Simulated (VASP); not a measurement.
MoTe2: stress against strain

MoTe2 (2H layered, P6_3/mmc, 24.603 Å³/atom and stress up to 0.13 GPa in the relaxed cell, c along z) under an equal strain ε along x and y, with z held. PBEsol in VASP (plane waves, PAW), 480 eV, 12×12×4 Γ-centred mesh, Gaussian smearing 0.05 eV; ions are relaxed, or left where forces stay under 0.02 eV/Å, within the symmetry of each cell. Stress is positive for a compressed cell.

Here s stands for strain and y for stress xx.

```csv
strain (%),stress xx (GPa)
-3.00,?
-1.50,2.74
-1.00,1.83
-0.50,0.95
0.00,0.13
0.50,-0.69
1.00,-1.45
1.50,-2.19
```

### Question
Fit y against s with a straight line, and predict the withheld value at s = -3.00.

### Answer
Means: s 0, y 0.189. About the means, the sum of products is -11.495 and the sum of squares of s is 7.0000; the slope is their ratio. Least squares gives y = 0.189 - 1.6421·s. Residuals (row less fit): 0.088, -0.001, -0.060, -0.059, -0.058, 0.003, 0.084; standard error 0.071 (degrees of freedom: 5). The slope gives the elastic constants C11 + C12 = 164 ± 3 GPa (± standard error of the fit, which holds the terms cut off). At the withheld row, y = 0.189 - 1.6421 × (-3.0) = 5.115 GPa. The calculation gives 5.75 GPa, 0.635 GPa above the prediction (8.0 % of the range of y in the table). The row lies outside the fitted rows, so this is an extrapolation. From the scatter of the fitted rows alone, a prediction at this place has a standard error of 0.111 GPa, so the miss is 5.7 times that.

A polynomial of degree 2 through the 12 other runs of the series gives 5.69 there, so most of the miss is curvature that the fit leaves out. Spin-orbit coupling is left out, which can shift these values for the heavy elements here. For MoTe2: without a dispersion term in the relaxation, distances and binding between the weakly bound layers, chains or molecules are unreliable, and so is what depends on them. Rows are the converged runs of the series near zero and its far end, less any whose ions stayed unrelaxed beside relaxed ones; series whose fitted rows scatter by over a few per cent of the range, as at a crossing or softening among them, aren't shown in this form. Most that stay on the fit to the last digits aren't either.
